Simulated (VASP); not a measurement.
MgS:

```xyz
2
Lattice="0.0000 2.8300 2.8300 2.8300 0.0000 2.8300 2.8300 2.8300 0.0000" Properties=species:S:1:pos:R:3 pbc="T T T"
Mg    0.0000    0.0000    0.0000
S     1.4150    1.4150    1.4150
```

The cell was built by a generator and needn't be a form met in nature.

* Program: VASP 6.6.1
* Task: relaxation of cell and atoms
* Functional: LDA
* Potentials or basis: VASP PAW LDA potentials, release 64 (Mg, S)
* Cutoff: 600 eV
* k mesh: 8 × 8 × 8
* Occupations: gaussian, width 0.02 eV
* Spin: no spin polarisation

At the start: pressure -2.3 GPa; volume 22.67 Å³/atom.

Task: How do energy, volume and symmetry change on relaxing?

Result: Over 3 steps the energy falls by 6.7 meV/atom and the volume is 21.77 Å³/atom (-4.0 %); space group F-43m (No. 216, to 0.05 Å).

Step by step:
```
step  energy change (eV)  largest force (eV/Å)  pressure (GPa)  volume (Å³)
   1              0.0000                0.0000           -2.33        45.33
   2             -0.0129                0.0000            0.50        43.20
   3             -0.0135                0.0000            0.00        43.54
```

Final structure:
```
CELL_PARAMETERS angstrom
0.00000 2.79220 2.79220
2.79220 0.00000 2.79220
2.79220 2.79220 0.00000
ATOMIC_POSITIONS crystal
Mg 0.00000 0.00000 0.00000
S 0.25000 0.25000 0.25000
```
